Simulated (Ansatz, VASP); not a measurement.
# Cross-check of HfSi between VASP and Ansatz, part 2 of 2

One calculation is typed for both programs; each brings its own data sets and cutoff. How far apart do they land?

VASP 6.6.1 and Ansatz 0.2.0.

So far. Step 3 (Ansatz: single point, PBEsol): The run ends at a pressure of -2.43 GPa, with forces up to 0.91 eV/Å.

## 5. VASP: band structure, PBEsol

Level of this step: PBEsol; plane waves and PAW (Hf_pv, Si) (VASP).

With cell and atoms fixed, the geometry can't cause a difference; cores, projectors, grids and the points listed under the comparison can. The cell compared in this pair holds 141.15 Å³, against 135.72 Å³ for the pair before.

Input file INCAR:

```
SYSTEM = HfSi
PREC = Accurate
ENCUT = 400
EDIFF = 1E-06
NELM = 100
ISMEAR = -1
SIGMA = 0.05
LREAL = .FALSE.
ALGO = Normal
GGA = PS
NBANDS = 48
LASPH = .TRUE.
LORBIT = 11
LWAVE = .FALSE.
LCHARG = .FALSE.
KPAR = 8
```

Input file POSCAR:

```
HfSi
1.0
    6.9796551329      0.0000000000      0.0000000000
    0.0000000000      3.8216372712      0.0000000000
    0.0000000000      0.0000000000      5.2917315662
Hf Si
4 4
Direct
    0.1780000000      0.2500000000      0.1240000000
    0.3220000000      0.7500000000      0.6240000000
    0.6780000000      0.2500000000      0.3760000000
    0.8220000000      0.7500000000      0.8760000000
    0.0400000000      0.2500000000      0.6300000000
    0.4600000000      0.7500000000      0.1300000000
    0.5400000000      0.2500000000      0.8700000000
    0.9600000000      0.7500000000      0.3700000000
```

Input file KPOINTS:

```
Automatic mesh
0
Gamma
5 8 6
0 0 0
```

Input file KPOINTS_OPT:

```
Line mode
12
Line-mode
Reciprocal
  0.00000000   0.00000000   0.00000000 GAMMA
  0.00000000   0.50000000   0.00000000 X

  0.00000000   0.50000000   0.00000000 X
  0.00000000   0.50000000   0.50000000 S

  0.00000000   0.50000000   0.50000000 S
  0.00000000   0.00000000   0.50000000 Y

  0.00000000   0.00000000   0.50000000 Y
  0.00000000   0.00000000   0.00000000 GAMMA

  0.00000000   0.00000000   0.00000000 GAMMA
  0.50000000   0.00000000   0.00000000 Z

  0.50000000   0.00000000   0.00000000 Z
  0.50000000   0.50000000   0.00000000 U

  0.50000000   0.50000000   0.00000000 U
  0.50000000   0.50000000   0.50000000 R

  0.50000000   0.50000000   0.50000000 R
  0.50000000   0.00000000   0.50000000 T

  0.50000000   0.00000000   0.50000000 T
  0.50000000   0.00000000   0.00000000 Z

  0.00000000   0.00000000   0.50000000 Y
  0.50000000   0.00000000   0.50000000 T

  0.50000000   0.50000000   0.00000000 U
  0.00000000   0.50000000   0.00000000 X

  0.00000000   0.50000000   0.50000000 S
  0.50000000   0.50000000   0.50000000 R
```

Potentials, in the order of the species: Hf_pv and Si (PBE family, release 64).

Launch:

```console
> mpirun -np 8 vasp_std
```

Numbers of over 12 decimals in the logs are rounded to 6 here.

The program printed:

```text
[banner, memory and clock lines left out]
running    8 mpi-ranks, on    1 nodes
[...]
|                                                                             |
|           W    W    AA    RRRRR   N    N  II  N    N   GGGG   !!!           |
|           W    W   A  A   R    R  NN   N  II  NN   N  G    G  !!!           |
|           W    W  A    A  R    R  N N  N  II  N N  N  G       !!!           |
|           W WW W  AAAAAA  RRRRR   N  N N  II  N  N N  G  GGG   !            |
|           WW  WW  A    A  R   R   N   NN  II  N   NN  G    G                |
|           W    W  A    A  R    R  N    N  II  N    N   GGGG   !!!           |
|                                                                             |
|     For optimal performance we recommend to set                             |
|       NCORE = 2 up to number-of-cores-per-socket                            |
|     NCORE specifies how many cores store one orbital (NPAR=cpu/NCORE).      |
|     This setting can greatly improve the performance of VASP for DFT.       |
[...]
DAV:  13    -0.719083320132E+02    0.39243E-06   -0.77667E-07  4144   0.356E-03
   1 F= -.71908332E+02 E0= -.71899586E+02  d E =-.174912E-01
 Start KPOINTS_OPT (optional k-point list driver)
k-point batch [1-60\144]
       N       E                     dE             ncg
DAV:   1    -0.129933630500E+05   -0.61394E+05     5816
DAV:   2    -0.276453314331E+05   -0.14652E+05     6824
DAV:   3    -0.283651548667E+05   -0.71982E+03     7408
DAV:   4    -0.283758715488E+05   -0.10717E+02     7192
DAV:   5    -0.283760343929E+05   -0.16284E+00     7104
DAV:   6    -0.283760381110E+05   -0.37180E-02     7376
DAV:   7    -0.283760381893E+05   -0.78297E-04     7168
DAV:   8    -0.283760381911E+05   -0.18105E-05     5568
DAV:   9    -0.283760381912E+05   -0.16161E-06     4592
[...]
k-point batch [121-144\144]
       N       E                     dE             ncg
DAV:   1     0.285009403092E+05   -0.42247E+05     2320
DAV:   2     0.223859025413E+05   -0.61150E+04     2784
DAV:   3     0.220927727038E+05   -0.29313E+03     3048
DAV:   4     0.220889938014E+05   -0.37789E+01     2928
DAV:   5     0.220889481565E+05   -0.45645E-01     2808
DAV:   6     0.220889472750E+05   -0.88154E-03     3000
DAV:   7     0.220889472563E+05   -0.18679E-04     2776
DAV:   8     0.220889472559E+05   -0.44296E-06     2288
```

Parts of OUTCAR (step 5):

```text
  Total       -7.5444649     -6.2378827     -7.4930571      0.0000000      0.0000000      0.0000000
  in kB      -85.6362800    -70.8054284    -85.0527558      0.0000000      0.0000000      0.0000000
  external PRESSURE =     -80.4981547 kB  Pullay stress =       0.0000000 kB

 POSITION                                       TOTAL-FORCE (eV/Angst)
 -----------------------------------------------------------------------------------
      1.24238      0.95541      0.65617        -0.245089      0.000000     -0.012995
      2.24745      2.86623      3.30204         0.245089      0.000000     -0.012995
      4.73221      0.95541      1.98969        -0.245089      0.000000      0.012995
      5.73728      2.86623      4.63556         0.245089     -0.000000      0.012995
      0.27919      0.95541      3.33379         0.218487     -0.000000      0.743789
      3.21064      2.86623      0.68793        -0.218487     -0.000000      0.743789
      3.76901      0.95541      4.60381         0.218487     -0.000000     -0.743789
      6.70047      2.86623      1.95794        -0.218487     -0.000000     -0.743789
 -----------------------------------------------------------------------------------
    total drift:                               -0.000000      0.000000      0.000000

  FREE ENERGIE OF THE ION-ELECTRON SYSTEM (eV)
  ---------------------------------------------------
  free  energy   TOTEN  =       -71.9083320132 eV

  energy  without entropy=      -71.8908408331  energy(sigma->0) =      -71.89958642

[... 3 further parts left out ...]
[key lines of the parts left out:]
E-fermi :   7.0828
```

Spin-orbit coupling is off here; with elements this heavy it splits and shifts levels by tenths of an eV or more.

## 6. Ansatz: band structure, PBEsol

The same cell, functional, mesh and smearing now go to Ansatz, which takes its cutoff from its data sets.

The cell is taken from a series of VASP runs on this material, whose earlier steps may have relaxed, scaled or displaced it; both programs get it as it stands.

Input file input.yaml:

```yaml
crystal:
  lattice:
    - [6.9796551329, 0.0, 0.0]
    - [0.0, 3.8216372712, 0.0]
    - [0.0, 0.0, 5.2917315662]
  atoms:
    - { symbol: Hf, position: [0.178, 0.25, 0.124] }
    - { symbol: Hf, position: [0.322, 0.75, 0.624] }
    - { symbol: Hf, position: [0.678, 0.25, 0.376] }
    - { symbol: Hf, position: [0.822, 0.75, 0.876] }
    - { symbol: Si, position: [0.04, 0.25, 0.63] }
    - { symbol: Si, position: [0.46, 0.75, 0.13] }
    - { symbol: Si, position: [0.54, 0.25, 0.87] }
    - { symbol: Si, position: [0.96, 0.75, 0.37] }
hamiltonian:
  xc: pbesol
  pseudopotentials: { kind: paw }
kpoints:
  mp_grid: { grid: [5, 8, 6] }
  band_path:
    path:
      - [0.0, 0.0, 0.0]
      - [0.0, 0.18182, 0.0]
      - [0.0, 0.40909, 0.0]
      - [0.0, 0.5, 0.09091]
      - [0.0, 0.5, 0.31818]
      - [0.0, 0.5, 0.5]
      - [0.0, 0.27273, 0.5]
      - [0.0, 0.04545, 0.5]
      - [0.0, 0.0, 0.36364]
      - [0.0, 0.0, 0.13636]
      - [0.04545, 0.0, 0.0]
      - [0.27273, 0.0, 0.0]
      - [0.5, 0.0, 0.0]
      - [0.5, 0.18182, 0.0]
      - [0.5, 0.40909, 0.0]
      - [0.5, 0.5, 0.04545]
      - [0.5, 0.5, 0.27273]
      - [0.5, 0.5, 0.5]
      - [0.5, 0.31818, 0.5]
      - [0.5, 0.09091, 0.5]
      - [0.5, 0.0, 0.40909]
      - [0.5, 0.0, 0.18182]
      - [0.0, 0.0, 0.5]
      - [0.22727, 0.0, 0.5]
      - [0.45455, 0.0, 0.5]
      - [0.36364, 0.5, 0.0]
      - [0.13636, 0.5, 0.0]
      - [0.04545, 0.5, 0.5]
      - [0.27273, 0.5, 0.5]
      - [0.5, 0.5, 0.5]
    npoints: 1
scf:
  occupations: { method: fermi_dirac, width: 0.05 }
  n_extra_bands: 10
output:
  forces: true
  stress: true
  eigenvalues: true
  write_density: true
  write_potential: true
  elf: true
  volumetric_format: npy
```

Launch:

```console
> ansatz run input.yaml --threads 4 --pin off --max-ram 9216MiB --backend cpu --events-out ev --progress --plain --runs-dir out
```

The program printed:

```text
[...]
Crystal: 8 atoms, lattice volume = 141.150 Å³
Basis set: ecut = 420 eV, 2739 PW (Γ), exchange–correlation on 96×54×72 points (8 copies of the dense FFT grid, shifted against one another)
Bands: 70, of which v1, the nominal top of the filled ones, is band 60 counted from 1 (59 counted from 0)
Symmetry: 8 space group operations
[...]
k-points: 60 of 240
[...]
k-point 0: bands = [... 56 lower, 16.0768, 16.4795, 16.5439, 16.6255, 17.0266, 17.5068, 17.7292, 17.8531, ... 6 higher]
  k-point 1: bands = [... 56 lower, 16.2899, 16.3229, 16.5749, 16.6279, 16.8239, 17.3189, 17.5156, 18.0306, ... 6 higher]
  k-point 2: bands = [... 56 lower, 15.6628, 16.2554, 16.6567, 16.7060, 16.9574, 17.2559, 17.4025, 18.1274, ... 6 higher]
  k-point 59: bands = [... 56 lower, 15.3064, 15.3064, 15.3766, 15.3766, 18.2225, 18.2225, 18.9355, 18.9355, ... 6 higher]
[key lines of the parts left out:]
SCF converged after 7 iterations
Free energy (F): -64884.971614 eV
Fermi energy:    16.821413 eV
P = ⅓ Tr σ = -7.9294 GPa (-79.294 kbar)
```

Wall time 14 s (4 threads of Arm Neoverse V1, shared host); peak memory 0.8 GiB; 56 s of CPU time.

## 7. Comparison

Both answers:

```
      quantity  Ansatz   VASP  difference
pressure (GPa)   -7.93  -8.05       +0.12
```

Forces (eV/Å; atoms numbered as in POSCAR):

```
atom         Ansatz x, y, z           VASP x, y, z
 Hf1  -0.245, 0.000, -0.009  -0.245, 0.000, -0.013
 Hf2   0.245, 0.000, -0.009   0.245, 0.000, -0.013
 Hf3   -0.245, 0.000, 0.009   -0.245, 0.000, 0.013
 Hf4    0.245, 0.000, 0.009    0.245, 0.000, 0.013
 Si5    0.220, 0.000, 0.744    0.218, 0.000, 0.744
 Si6   -0.220, 0.000, 0.744   -0.218, 0.000, 0.744
 Si7   0.220, 0.000, -0.744   0.218, 0.000, -0.744
 Si8  -0.220, 0.000, -0.744  -0.218, 0.000, -0.744
```

The forces differ by 1.6 meV/Å r.m.s., which is 0.5 % of the r.m.s. force of 0.33 eV/Å (both taken over all components). Levels from 3 eV below to 2 eV above the Fermi level differ by 4 meV r.m.s. and 15 meV at most; each VASP level is matched to the nearest of Ansatz, which flatters the figure a little. Ansatz's pressure holds a Pulay correction of 0.04 GPa; VASP's holds none.

## 8. What came out

| Property | Result |
| --- | --- |
| r.m.s. force difference (single point, PBEsol) | 0.58 % of the r.m.s. force |
| r.m.s. difference of levels near the Fermi level (band structure, PBEsol) | 3.9 meV |

In words: The r.m.s. force difference is 0.58 % of the r.m.s. force (single point, PBEsol), within the 3 % picked in this series as the mark of a large difference. How closely two codes agree says nothing of how well the functional describes the real material.

[Lines on the potential files, build, host, timing and source positions are cut from VASP's logs without a mark.]

[Logs are printed without paths, hosts, clocks, repeated set-up lines and the standing remarks that a program may print on its own settings, such as how far it seeks lower states.]

[Hosts, paths, dates, database ids (printed as entryN), source tags and the programs' standing remarks are cut or masked in the printed files.]
